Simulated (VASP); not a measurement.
Input:

```
CELL_PARAMETERS angstrom
      0.00000     2.63650     2.63650
      2.63650     0.00000     2.63650
      2.63650     2.63650     0.00000
ATOMIC_POSITIONS crystal
  Mg 0.00000 0.00000 0.00000
  Se 0.50000 0.50000 0.50000
```

Method: LDA (Ceperley-Alder, Perdew-Zunger), VASP's LDA PAW potentials (set 64) (plane waves; VASP). Run with 500 eV cut-off, 9×9×9 Γ-centred mesh, Gaussian smearing of 0.050 eV, potentials Mg Se.

Predict the energy per atom (σ→0), pressure.

```
Property                        Value
---------------------  --------------
energy per atom (σ→0)  -4.283 eV/atom
pressure                     4.98 GPa
```

Total energies compare only between runs with the same potentials, cut-off and functional.

The compound is MgSe in the rock salt structure. It was relaxed first under an external pressure of 5 GPa.
